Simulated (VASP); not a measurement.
Data:

```xyz
5
Lattice="4.0803 0.0000 0.0000 0.0000 4.0803 0.0000 0.0000 0.0000 4.0803" Properties=species:S:1:pos:R:3 pbc="T T T"
K      0.0000     0.0000     0.0000
Zn     2.0402     2.0402     2.0402
F      2.0402     0.0000     2.0402
F      0.0000     2.0402     2.0402
F      2.0402     2.0402     0.0000
```

These are AM05 GGA, VASP's PBE PAW potentials (set 64) (plane waves; VASP) values and carry that method's errors. Settings: 520 eV cut-off, 6×6×6 Γ-centred mesh, tetrahedra with Blöchl corrections, potentials K_sv Zn F.

The cores are frozen, which limits the accuracy of field gradients.

### Question
Give the principal components of the electric field gradient (V/Å²) and the asymmetry η at each nucleus.

### Answer

```csv
atom,Vxx,Vyy,Vzz,η
K1,0.0,0.0,0.0,-
Zn2,0.0,0.0,0.0,-
F3,-51.9,-51.9,103.8,0.00
F4,-51.9,-51.9,103.8,0.00
F5,-51.9,-51.9,103.8,0.00
```

The compound is KZnF3 in the cubic perovskite structure. It was relaxed first.
